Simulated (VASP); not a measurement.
Output of a VASP run:

### OUTCAR
```
 ion  position               nearest neighbor table
   1  0.000  0.000  0.003-   4 2.82   5 2.82   4 2.82   5 2.82   3 2.83   3 2.83   3 2.83   3 2.83
                             4 2.93   5 2.93   5 2.93   4 2.93   2 3.46   2 3.46   2 3.46   2 3.46
   2  0.500  0.500  0.521-   3 1.85   4 2.01   5 2.01   5 2.01   4 2.01   3 2.27   1 3.46   1 3.46
                             1 3.46   1 3.46   1 3.54   1 3.54   1 3.54   1 3.54
   3  0.500  0.500  0.970-   2 1.85   2 2.27   1 2.83   1 2.83   1 2.83   1 2.83
   4  0.000  0.500  0.484-   2 2.01   2 2.01   1 2.82   1 2.82   1 2.93   1 2.93
   5  0.500  0.000  0.484-   2 2.01   2 2.01   1 2.82   1 2.82   1 2.93   1 2.93
  LATTYP: Found a simple tetragonal cell.
 ALAT       =     4.0030406870
 C/A-ratio  =     1.0280648769
 Subroutine PRICEL returns:
 Original cell was already a primitive cell.
 Subroutine GETGRP returns: Found  8 space group operations
The static configuration has the point symmetry C_4v.
The dynamic configuration has the point symmetry C_4v.
 Subroutine INISYM returns: Found  8 space group operations
 Subroutine IBZKPT returns following result:
 Found     40 irreducible k-points:

 Following reciprocal coordinates:
            Coordinates               Weight
  0.000000  0.000000  0.000000      1.000000
  0.166667  0.000000  0.000000      4.000000
  0.333333  0.000000  0.000000      4.000000
  0.500000  0.000000  0.000000      2.000000
  0.166667  0.166667  0.000000      4.000000
  0.333333  0.166667  0.000000      8.000000
  0.500000  0.166667  0.000000      4.000000
  0.333333  0.333333  0.000000      4.000000
  0.500000  0.333333  0.000000      4.000000
  0.500000  0.500000  0.000000      1.000000
  0.000000  0.000000  0.166667      2.000000
  0.166667  0.000000  0.166667      8.000000
  0.333333  0.000000  0.166667      8.000000
  0.500000  0.000000  0.166667      4.000000
  0.166667  0.166667  0.166667      8.000000
  0.333333  0.166667  0.166667     16.000000
  0.500000  0.166667  0.166667      8.000000
  0.333333  0.333333  0.166667      8.000000
  0.500000  0.333333  0.166667      8.000000
  0.500000  0.500000  0.166667      2.000000
  0.000000  0.000000  0.333333      2.000000
  0.166667  0.000000  0.333333      8.000000
  0.333333  0.000000  0.333333      8.000000
  0.500000  0.000000  0.333333      4.000000
  0.166667  0.166667  0.333333      8.000000
  0.333333  0.166667  0.333333     16.000000
  0.500000  0.166667  0.333333      8.000000
  0.333333  0.333333  0.333333      8.000000
  0.500000  0.333333  0.333333      8.000000
  0.500000  0.500000  0.333333      2.000000
  0.000000  0.000000  0.500000      1.000000
  0.166667  0.000000  0.500000      4.000000
  0.333333  0.000000  0.500000      4.000000
  0.500000  0.000000  0.500000      2.000000
  0.166667  0.166667  0.500000      4.000000
  0.333333  0.166667  0.500000      8.000000
  0.500000  0.166667  0.500000      4.000000
  0.333333  0.333333  0.500000      4.000000
  0.500000  0.333333  0.500000      4.000000
  0.500000  0.500000  0.500000      1.000000
   k-points           NKPTS =     40   k-points in BZ     NKDIM =     40   number of bands    NBANDS=     24
   number of dos      NEDOS =    601   number of ions     NIONS =      5
   total plane-waves  NPLWV =  28800
   dimension x,y,z NGX =    30 NGY =   30 NGZ =   32
   dimension x,y,z NGXF=    60 NGYF=   60 NGZF=   64
   ions per type =               1   1   3
   PREC   = accura    normal or accurate (medium, high low for compatibility)
   ISTART =      0    job   : 0-new  1-cont  2-samecut
   ICHARG =      2    charge: 1-file 2-atom 10-const
   ISPIN  =      1    spin polarized calculation?
   LNONCOLLINEAR =      F non collinear calculations
   LSORBIT =      F    spin-orbit coupling
   INIWAV =      1    electr: 0-lowe 1-rand  2-diag
   ENCUT  =  520.0 eV  38.22 Ry    6.18 a.u.   7.44  7.44  7.65*2*pi/ulx,y,z
   NELM   =    100;   NELMIN=  2; NELMDL= -5     # of ELM steps
   EDIFF  = 0.1E-06   stopping-criterion for ELM
   LREAL  =      F    real-space projection
   NLSPLINE    = F    spline interpolate recip. space projectors
...
```

### OSZICAR
```
       N       E                     dE             d eps       ncg     rms          rms(c)
DAV:   1     0.467216512507E+03    0.46722E+03   -0.21595E+04  1920   0.180E+03
DAV:   2     0.584640511416E+01   -0.46137E+03   -0.45507E+03  2400   0.488E+02
DAV:   3    -0.403680367213E+02   -0.46214E+02   -0.46150E+02  2856   0.146E+02
DAV:   4    -0.423331997747E+02   -0.19652E+01   -0.19641E+01  2800   0.278E+01
DAV:   5    -0.424019255706E+02   -0.68726E-01   -0.68723E-01  2656   0.364E+00    0.239E+01
DAV:   6    -0.313038733697E+02    0.11098E+02   -0.81925E+01  3000   0.792E+01    0.107E+01
DAV:   7    -0.312106021957E+02    0.93271E-01   -0.14765E+01  2464   0.293E+01    0.689E+00
DAV:   8    -0.309852053062E+02    0.22540E+00   -0.93900E-01  2528   0.932E+00    0.335E+00
DAV:   9    -0.310095543203E+02   -0.24349E-01   -0.43805E-01  2640   0.573E+00    0.152E+00
DAV:  10    -0.309895555168E+02    0.19999E-01   -0.17602E-01  2488   0.413E+00    0.480E-01
DAV:  11    -0.309871247367E+02    0.24308E-02   -0.11821E-02  2656   0.841E-01    0.217E-01
DAV:  12    -0.309867654919E+02    0.35924E-03   -0.30172E-03  2296   0.335E-01    0.418E-02
DAV:  13    -0.309867675703E+02   -0.20784E-05   -0.24876E-04  2296   0.124E-01    0.260E-02
DAV:  14    -0.309867576004E+02    0.99699E-05   -0.43418E-05  2464   0.651E-02    0.173E-02
DAV:  15    -0.309867541640E+02    0.34364E-05   -0.30031E-05  2808   0.481E-02    0.470E-03
DAV:  16    -0.309867541486E+02    0.15418E-07   -0.15726E-06  2056   0.114E-02    0.153E-03
DAV:  17    -0.309867541681E+02   -0.19447E-07   -0.18026E-07  1768   0.440E-03
   1 F= -.30986754E+02 E0= -.30986754E+02  d E =0.000000E+00
```

File OUTCAR:
```
------------------------ aborting loop because EDIFF is reached ----------------------------------------
  FORCE on cell =-STRESS in cart. coord.  units (eV):
  Direction    XX          YY          ZZ          XY          YZ          ZX
  --------------------------------------------------------------------------------------
  Total       -0.0272065     -0.0272065      0.0644349      0.0000000     -0.0000000      0.0000000
  in kB       -0.6609858     -0.6609858      1.5654562      0.0000000     -0.0000000      0.0000000
  external PRESSURE =       0.0811615 kB  Pullay stress =       0.0000000 kB
  volume of cell :       65.95
      direct lattice vectors                 reciprocal lattice vectors
     4.003040687  0.000000000  0.000000000     0.249810101  0.000000000  0.000000000
     0.000000000  4.003040687  0.000000000     0.000000000  0.249810101  0.000000000
     0.000000000  0.000000000  4.115385531     0.000000000  0.000000000  0.242990600
 POSITION                                       TOTAL-FORCE (eV/Angst)
 -----------------------------------------------------------------------------------
      0.00000      0.00000      0.01390         0.000000      0.000000      0.006727
      2.00152      2.00152      2.14572         0.000000     -0.000000      0.002904
      2.00152      2.00152      3.99314         0.000000     -0.000000     -0.017447
      0.00000      2.00152      1.99377         0.000000      0.000000      0.003908
      2.00152      0.00000      1.99377         0.000000      0.000000      0.003908
 -----------------------------------------------------------------------------------
    total drift:                                0.000000      0.000000     -0.000569
  FREE ENERGIE OF THE ION-ELECTRON SYSTEM (eV)
  ---------------------------------------------------
  free  energy   TOTEN  =       -30.9867541681 eV

  energy  without entropy=      -30.9867541681  energy(sigma->0) =      -30.98675417

 total charge

# of ion       s       p       d       tot
------------------------------------------
    1        2.011   5.648   0.308   7.967
    2        2.210   6.259   1.744  10.213
    3        1.560   3.466   0.000   5.026
    4        1.554   3.469   0.000   5.023
    5        1.554   3.469   0.000   5.023
--------------------------------------------------
tot          8.889  22.311   2.052  33.252

 Electric field gradients after diagonalization (V/A^2)
 (convention: |V_zz| > |V_xx| > |V_yy|)
----------------------------------------------------------------------
 ion       V_xx      V_yy      V_zz     asymmetry (V_yy - V_xx)/ V_zz
----------------------------------------------------------------------
   1       3.350     3.350    -6.699       0.000
   2      -6.271    -6.271    12.541       0.000
   3      -8.166    -8.166    16.332       0.000
   4     -15.636   -10.829    26.465       0.182
   5     -15.636   -10.829    26.465       0.182
```
(Selected blocks of OUTCAR.)

### POSCAR
```
BaTiO3
1
    4.0030406870     0.0000000000     0.0000000000
    0.0000000000     4.0030406870     0.0000000000
    0.0000000000     0.0000000000     4.1153855313
Ba Ti O
1 1 3
Direct
  0.0000000000   0.0000000000   0.0033777059
  0.5000000000   0.5000000000   0.5213899616
  0.5000000000   0.5000000000   0.9702955874
  0.0000000000   0.5000000000   0.4844683725
  0.5000000000   0.0000000000   0.4844683725
```

Reconstruct the remaining input files.

This is not unique; one that fits is the input of the run itself, optB88-vdW, plane waves, VASP's PBE PAW potentials (set 64).

**KPOINTS**
```
Automatic mesh
0
Gamma
  6 6 6
```

INCAR:
```
SYSTEM = BaTiO3
PREC = Accurate
ENCUT = 520
EDIFF = 1E-7
NELM = 100
ALGO = Normal
LREAL = .FALSE.
LASPH = .TRUE.
ISMEAR = -5
GGA = BO
PARAM1 = 0.1833333333
PARAM2 = 0.22
LUSE_VDW = .TRUE.
AGGAC = 0.0
LMAXMIX = 4
LWAVE = .FALSE.
LCHARG = .TRUE.
LORBIT = 11
NEDOS = 601
ISIF = 2
LEFG = .TRUE.
```

POTCAR, in this order: Ba_sv Ti_sv O (PBE.64 set). Program: vasp_std.

The compound is BaTiO3 in the tetragonal perovskite structure. It was relaxed first.
